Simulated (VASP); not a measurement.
Calculation: PBEsol GGA, VASP's PBE PAW potentials (set 64) (plane waves; VASP 6.6.1).

Input for VASP

**INCAR**
```
# general
SYSTEM   =  DyTe
PREC     =  Accurate
ENCUT    =  530   # plane-wave cut-off (eV)
LREAL    =  F
LASPH    =  T

# electronic loop
EDIFF    =  1E-7   # SCF stop (eV)
NELM     =  100   # most electronic steps
ALGO     =  Normal   # blocked Davidson
LMAXMIX  =  6

# smearing
ISMEAR   =  1   # Methfessel-Paxton
SIGMA    =  0.1   # width (eV)

# functional
GGA      =  PS   # PBEsol

# ions
IBRION   =  6   # finite differences
NSW      =  1
ISIF     =  3
POTIM    =  0.015
NFREE    =  2

# output
LWAVE    =  F
LCHARG   =  F
```

POSCAR:
```
DyTe
1
    0.0000000000     3.0315140771     3.0315140771
    3.0315140771     0.0000000000     3.0315140771
    3.0315140771     3.0315140771     0.0000000000
Dy Te
1 1
Direct
  0.0000000000   0.0000000000   0.0000000000
  0.5000000000   0.5000000000   0.5000000000
```

### KPOINTS
```
Automatic mesh
0
Gamma
9 9 9
0 0 0
```

POTCAR, in this order: Dy_3 Te (PBE.64 set). Program: vasp_std.

The run wrote:

### OSZICAR
```
...
       N       E                     dE             d eps       ncg     rms          rms(c)
DAV:   1    -0.111698721361E+02   -0.68717E-02   -0.46448E-01  4898   0.479E+00    0.533E-01
DAV:   2    -0.111658878782E+02    0.39843E-02   -0.15833E-02  7088   0.902E-01    0.317E-01
DAV:   3    -0.111629974013E+02    0.28905E-02   -0.25196E-03  6862   0.483E-01    0.517E-02
DAV:   4    -0.111630023882E+02   -0.49868E-05   -0.26741E-04  5814   0.125E-01    0.355E-02
DAV:   5    -0.111630007999E+02    0.15882E-05   -0.13332E-05  6078   0.330E-02    0.340E-03
DAV:   6    -0.111630005439E+02    0.25597E-06   -0.11889E-06  6504   0.101E-02    0.151E-03
DAV:   7    -0.111630005506E+02   -0.66807E-08   -0.75666E-08  3602   0.256E-03
   9 F= -.11163001E+02 E0= -.11162741E+02  d E =-.780026E-03
       N       E                     dE             d eps       ncg     rms          rms(c)
DAV:   1    -0.111622777067E+02    0.72284E-03   -0.44582E-01  4951   0.464E+00    0.366E-01
DAV:   2    -0.111624228301E+02   -0.14512E-03   -0.15307E-02  7329   0.874E-01    0.223E-01
DAV:   3    -0.111625136963E+02   -0.90866E-04   -0.12303E-03  6723   0.332E-01    0.445E-02
DAV:   4    -0.111628614378E+02   -0.34774E-03   -0.18149E-04  6529   0.110E-01    0.222E-02
DAV:   5    -0.111629711688E+02   -0.10973E-03   -0.12626E-05  6858   0.325E-02    0.203E-03
DAV:   6    -0.111629899433E+02   -0.18775E-04   -0.97493E-07  5906   0.820E-03    0.128E-03
DAV:   7    -0.111629963063E+02   -0.63629E-05   -0.44638E-08  3483   0.199E-03    0.442E-04
DAV:   8    -0.111629991440E+02   -0.28377E-05   -0.10491E-08  3191   0.119E-03    0.798E-05
DAV:   9    -0.111629998714E+02   -0.72739E-06   -0.35946E-09  3068   0.702E-04    0.387E-05
DAV:  10    -0.111630004246E+02   -0.55328E-06   -0.16957E-09  3026   0.429E-04    0.186E-05
DAV:  11    -0.111630005162E+02   -0.91585E-07   -0.91836E-10  2783   0.278E-04
  10 F= -.11163001E+02 E0= -.11162741E+02  d E =-.779985E-03
       N       E                     dE             d eps       ncg     rms          rms(c)
DAV:   1    -0.111702377024E+02   -0.72373E-02   -0.45898E-01  4920   0.482E+00    0.513E-01
DAV:   2    -0.111659118224E+02    0.43259E-02   -0.12173E-02  6939   0.899E-01    0.312E-01
DAV:   3    -0.111629819356E+02    0.29299E-02   -0.28772E-03  6840   0.529E-01    0.423E-02
DAV:   4    -0.111630020589E+02   -0.20123E-04   -0.27769E-04  5517   0.123E-01    0.366E-02
DAV:   5    -0.111630014332E+02    0.62565E-06   -0.14621E-05  6741   0.350E-02    0.515E-03
DAV:   6    -0.111630005556E+02    0.87761E-06   -0.19800E-06  6265   0.132E-02    0.184E-03
DAV:   7    -0.111630005651E+02   -0.94780E-08   -0.12584E-07  4106   0.324E-03
  11 F= -.11163001E+02 E0= -.11162741E+02  d E =-.780005E-03
       N       E                     dE             d eps       ncg     rms          rms(c)
DAV:   1    -0.111665213039E+02   -0.35207E-02   -0.41291E-01  5035   0.446E+00    0.357E-01
DAV:   2    -0.111648280681E+02    0.16932E-02   -0.10690E-02  6993   0.848E-01    0.218E-01
DAV:   3    -0.111630454956E+02    0.17826E-02   -0.13585E-03  6824   0.371E-01    0.327E-02
DAV:   4    -0.111630183654E+02    0.27130E-04   -0.17403E-04  5801   0.102E-01    0.210E-02
DAV:   5    -0.111630023644E+02    0.16001E-04   -0.11270E-05  7131   0.328E-02    0.249E-03
DAV:   6    -0.111630013111E+02    0.10534E-05   -0.10186E-06  5648   0.830E-03    0.121E-03
DAV:   7    -0.111630008259E+02    0.48516E-06   -0.70866E-08  3566   0.250E-03    0.355E-04
DAV:   8    -0.111630006739E+02    0.15199E-06   -0.18391E-08  3260   0.169E-03    0.215E-04
DAV:   9    -0.111630006345E+02    0.39387E-07   -0.66241E-09  3128   0.906E-04
  12 F= -.11163001E+02 E0= -.11162741E+02  d E =-.780024E-03
       N       E                     dE             d eps       ncg     rms          rms(c)
DAV:   1    -0.111702060292E+02   -0.72054E-02   -0.47482E-01  4940   0.491E+00    0.514E-01
DAV:   2    -0.111659083680E+02    0.42977E-02   -0.12579E-02  7087   0.919E-01    0.313E-01
DAV:   3    -0.111629827553E+02    0.29256E-02   -0.28565E-03  6944   0.525E-01    0.417E-02
DAV:   4    -0.111630020385E+02   -0.19283E-04   -0.25829E-04  5664   0.121E-01    0.362E-02
DAV:   5    -0.111630010403E+02    0.99823E-06   -0.12478E-05  6910   0.326E-02    0.443E-03
DAV:   6    -0.111630005595E+02    0.48080E-06   -0.12746E-06  5919   0.105E-02    0.168E-03
DAV:   7    -0.111630005630E+02   -0.35183E-08   -0.97976E-08  3836   0.289E-03
  13 F= -.11163001E+02 E0= -.11162741E+02  d E =-.780039E-03
       N       E                     dE             d eps       ncg     rms          rms(c)
DAV:   1    -0.111592061044E+02    0.37945E-02   -0.57744E-01  1650   0.797E+00    0.387E-01
DAV:   2    -0.111628476348E+02   -0.36415E-02   -0.47328E-02  2125   0.180E+00    0.178E-01
DAV:   3    -0.111623817938E+02    0.46584E-03   -0.94388E-04  2449   0.302E-01    0.848E-02
DAV:   4    -0.111623516705E+02    0.30123E-04   -0.28101E-04  2622   0.173E-01    0.189E-02
DAV:   5    -0.111623738643E+02   -0.22194E-04   -0.41124E-05  1938   0.627E-02    0.658E-03
DAV:   6    -0.111623768252E+02   -0.29609E-05   -0.29751E-06  2466   0.148E-02    0.249E-03
DAV:   7    -0.111623784949E+02   -0.16697E-05   -0.61310E-08  1327   0.235E-03    0.565E-04
DAV:   8    -0.111623790877E+02   -0.59276E-06   -0.12200E-08  1287   0.138E-03    0.193E-04
DAV:   9    -0.111623793025E+02   -0.21479E-06   -0.37526E-09  1140   0.747E-04    0.829E-05
DAV:  10    -0.111623794601E+02   -0.15763E-06   -0.21588E-09  1182   0.628E-04    0.338E-05
DAV:  11    -0.111623794956E+02   -0.35550E-07   -0.83396E-10  1092   0.316E-04
  14 F= -.11162379E+02 E0= -.11162134E+02  d E =-.737500E-03
       N       E                     dE             d eps       ncg     rms          rms(c)
DAV:   1    -0.111534502214E+02    0.89292E-02   -0.11701E+00  1650   0.122E+01    0.518E-01
DAV:   2    -0.111624241246E+02   -0.89739E-02   -0.90701E-02  1917   0.256E+00    0.196E-01
DAV:   3    -0.111623875216E+02    0.36603E-04   -0.14258E-03  2489   0.368E-01    0.940E-02
DAV:   4    -0.111623782756E+02    0.92460E-05   -0.14102E-04  2456   0.118E-01    0.272E-02
DAV:   5    -0.111623796136E+02   -0.13380E-05   -0.64772E-06  1972   0.228E-02    0.794E-03
DAV:   6    -0.111623795048E+02    0.10882E-06   -0.55027E-07  2161   0.838E-03    0.455E-03
DAV:   7    -0.111623795098E+02   -0.50072E-08   -0.56238E-08  1241   0.258E-03
  15 F= -.11162380E+02 E0= -.11162134E+02  d E =-.737501E-03
       N       E                     dE             d eps       ncg     rms          rms(c)
DAV:   1    -0.111583557872E+02    0.40237E-02   -0.46790E-01  1650   0.761E+00    0.138E-01
DAV:   2    -0.111623408212E+02   -0.39850E-02   -0.40493E-02  1852   0.173E+00    0.561E-02
DAV:   3    -0.111623867825E+02   -0.45961E-04   -0.62842E-04  2569   0.263E-01    0.454E-02
DAV:   4    -0.111623802854E+02    0.64971E-05   -0.20677E-05  2346   0.481E-02    0.230E-02
DAV:   5    -0.111623794474E+02    0.83799E-06   -0.71702E-06  2527   0.277E-02    0.459E-03
DAV:   6    -0.111623794843E+02   -0.36903E-07   -0.46454E-07  1918   0.704E-03
  16 F= -.11162379E+02 E0= -.11162134E+02  d E =-.737470E-03
       N       E                     dE             d eps       ncg     rms          rms(c)
DAV:   1    -0.111612348037E+02    0.11446E-02   -0.32157E-01  1716   0.308E+00    0.311E-01
DAV:   2    -0.111624176094E+02   -0.11828E-02   -0.13315E-02  2088   0.849E-01    0.238E-01
DAV:   3    -0.111623904846E+02    0.27125E-04   -0.43208E-04  2301   0.173E-01    0.132E-01
DAV:   4    -0.111623805996E+02    0.98850E-05   -0.84225E-05  1939   0.713E-02    0.100E-02
DAV:   5    -0.111623795838E+02    0.10158E-05   -0.15125E-05  1948   0.318E-02    0.132E-02
DAV:   6    -0.111623794809E+02    0.10289E-06   -0.10660E-06  2312   0.916E-03    0.939E-03
DAV:   7    -0.111623794793E+02    0.16433E-08   -0.87598E-08  1167   0.245E-03
  17 F= -.11162379E+02 E0= -.11162134E+02  d E =-.737495E-03
```

File OUTCAR:
```
------------------------ aborting loop because EDIFF is reached ----------------------------------------
  FORCE on cell =-STRESS in cart. coord.  units (eV):
  Direction    XX          YY          ZZ          XY          YZ          ZX
  --------------------------------------------------------------------------------------
  Total       -0.0047400     -0.0134857     -0.0134857      0.0000000      0.0000000      0.0000000
  in kB       -0.1362943     -0.3877708     -0.3877708      0.0000000      0.0000000      0.0000000
  external PRESSURE =      -0.3039453 kB  Pullay stress =       0.0000000 kB
  volume of cell :       55.72
      direct lattice vectors                 reciprocal lattice vectors
     0.000000000  3.031514077  3.031514077    -0.164934085  0.164934085  0.164934085
     3.031514077  0.000000000  3.031514077     0.164934085 -0.164934085  0.164934085
     3.031514077  3.031514077  0.000000000     0.164934085  0.164934085 -0.164934085
 POSITION                                       TOTAL-FORCE (eV/Angst)
 -----------------------------------------------------------------------------------
      0.00000      0.00000      0.00000        -0.095323      0.000000      0.000000
      3.01651      3.03151      3.03151         0.095323      0.000000      0.000000
 -----------------------------------------------------------------------------------
    total drift:                               -0.000013      0.000000      0.000000
  FREE ENERGIE OF THE ION-ELECTRON SYSTEM (eV)
  ---------------------------------------------------
  free  energy   TOTEN  =       -11.1623794793 eV

  energy  without entropy=      -11.1616419841  energy(sigma->0) =      -11.16213365

   1 f  =    4.660156 THz    29.280623 2PiTHz  155.446066 cm-1    19.272847 meV
             X         Y         Z           dx          dy          dz
      0.000000  0.000000  0.000000     0.000000    0.663255    0.000000
      3.031514  3.031514  3.031514     0.000000   -0.748394    0.000000

   2 f  =    4.660156 THz    29.280623 2PiTHz  155.446066 cm-1    19.272847 meV
             X         Y         Z           dx          dy          dz
      0.000000  0.000000  0.000000    -0.663255    0.000000    0.000000
      3.031514  3.031514  3.031514     0.748394    0.000000    0.000000

   3 f  =    4.660156 THz    29.280623 2PiTHz  155.446066 cm-1    19.272847 meV
             X         Y         Z           dx          dy          dz
      0.000000  0.000000  0.000000     0.000000    0.000000   -0.663255
      3.031514  3.031514  3.031514     0.000000    0.000000    0.748394

   4 f/i=    0.000275 THz     0.001725 2PiTHz    0.009160 cm-1     0.001136 meV
             X         Y         Z           dx          dy          dz
      0.000000  0.000000  0.000000     0.748394    0.000000    0.000000
      3.031514  3.031514  3.031514     0.663255    0.000000    0.000000

   5 f/i=    0.000275 THz     0.001725 2PiTHz    0.009160 cm-1     0.001136 meV
             X         Y         Z           dx          dy          dz
      0.000000  0.000000  0.000000     0.000000   -0.748394    0.000000
      3.031514  3.031514  3.031514     0.000000   -0.663255    0.000000

   6 f/i=    0.000275 THz     0.001725 2PiTHz    0.009160 cm-1     0.001136 meV
             X         Y         Z           dx          dy          dz
      0.000000  0.000000  0.000000     0.000000    0.000000    0.748394
      3.031514  3.031514  3.031514     0.000000    0.000000    0.663255

 ELASTIC MODULI CONTR FROM IONIC RELAXATION (kBar)
 Direction    XX          YY          ZZ          XY          YZ          ZX
 --------------------------------------------------------------------------------
 XX           0.0000      0.0000      0.0000      0.0000      0.0000      0.0000
 YY           0.0000      0.0000      0.0000      0.0000      0.0000      0.0000
 ZZ           0.0000      0.0000      0.0000      0.0000      0.0000      0.0000
 XY           0.0000      0.0000      0.0000      0.0000      0.0000      0.0000
 YZ           0.0000      0.0000      0.0000      0.0000      0.0000      0.0000
 ZX           0.0000      0.0000      0.0000      0.0000      0.0000      0.0000
 --------------------------------------------------------------------------------

 TOTAL ELASTIC MODULI (kBar)
 Direction    XX          YY          ZZ          XY          YZ          ZX
 --------------------------------------------------------------------------------
 XX        1853.2790    153.5252    153.5252      0.0000     -0.0000      0.0000
 YY         153.5252   1853.2790    153.5252      0.0000      0.0000      0.0000
 ZZ         153.5252    153.5252   1853.2790     -0.0000      0.0000     -0.0000
 XY           0.0000      0.0000     -0.0000     26.5794      0.0000      0.0000
 YZ          -0.0000      0.0000      0.0000      0.0000     26.5794      0.0000
 ZX           0.0000      0.0000     -0.0000      0.0000      0.0000     26.5794
 --------------------------------------------------------------------------------
```
(Selected blocks of OUTCAR.)

The 4f electrons are frozen in the core of the lanthanide potential, so 4f levels, which can set the real gap, and their magnetism are missing. Finite-difference elastic constants of metals are sensitive to mesh and smearing; shear constants can be off by tens of GPa.

The structure comes from a measured DyTe entry (Fm-3m) of the Crystallography Open Database, whose conditions weren't checked. It was relaxed first. The electron count is odd and the run is not spin-polarised, which forces a metal.
